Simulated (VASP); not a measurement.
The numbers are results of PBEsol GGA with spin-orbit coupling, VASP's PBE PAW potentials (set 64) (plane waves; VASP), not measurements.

Input for VASP

File KPOINTS:
```
Automatic mesh
0
Gamma
6 6 3
0 0 0
```

**POSCAR**
```
CdSe
1.0
  2.1504413574  -3.7246734532   0.0000000000
  2.1504413574   3.7246734532   0.0000000000
  0.0000000000   0.0000000000   7.0129701318
Cd Se
2 2
Direct
  0.6666670000   0.3333330000   0.4999720194
  0.3333330000   0.6666670000   0.9999720194
  0.6666670000   0.3333330000   0.8760279806
  0.3333330000   0.6666670000   0.3760279806
```

KPOINTS_OPT:
```
k-points along high-symmetry lines
5
Line-mode
Reciprocal
  0.000000   0.000000   0.000000 ! GAMMA
  0.000000   0.500000   0.000000 ! M

  0.000000   0.500000   0.000000 ! M
 -0.333333   0.666667   0.000000 ! K

 -0.333333   0.666667   0.000000 ! K
  0.000000   0.000000   0.000000 ! GAMMA

  0.000000   0.000000   0.000000 ! GAMMA
  0.000000   0.000000   0.500000 ! A

  0.000000   0.000000   0.500000 ! A
  0.000000   0.500000   0.500000 ! L

  0.000000   0.500000   0.500000 ! L
 -0.333333   0.666667   0.500000 ! H

 -0.333333   0.666667   0.500000 ! H
  0.000000   0.000000   0.500000 ! A

  0.000000   0.500000   0.500000 ! L
  0.000000   0.500000   0.000000 ! M

 -0.333333   0.666667   0.500000 ! H
 -0.333333   0.666667   0.000000 ! K
```

**INCAR**
```
EDIFF = 1E-6
SIGMA = 0.05   ! width (eV)
LREAL = F   ! projection in real space or not
NELM = 100   ! most electronic steps
ISMEAR = 0   ! Gaussian
LWAVE = F
PREC = Accurate
MAGMOM = 12*0
LSORBIT = T
SYSTEM = CdSe
GGA_COMPAT = F
ENCUT = 400   ! plane-wave cut-off (eV)
LCHARG = F
GGA = PS   ! PBEsol
LASPH = T   ! aspherical one-centre terms
LMAXMIX = 4   ! l cut-off of mixed one-centre charges
ALGO = Normal   ! blocked Davidson
```

POTCAR, in this order: Cd Se (PBE.64 set). Program: vasp_ncl.

Q: What will the output report for the number of irreducible k-points (NKPTS), number of bands (NBANDS), largest plane-wave count, number of space-group operations, FFT grid (NGX, NGY, NGZ)?

A: 
```json
{
 "number of irreducible k-points (NKPTS)": "21",
 "number of bands (NBANDS)": "44",
 "largest_plane_wave_count": "4110",
 "number_of_space_group_operations": "12",
 "FFT grid (NGX, NGY, NGZ)": "28 × 28 × 48"
}
```

The compound is CdSe in the wurtzite structure. It was relaxed first.
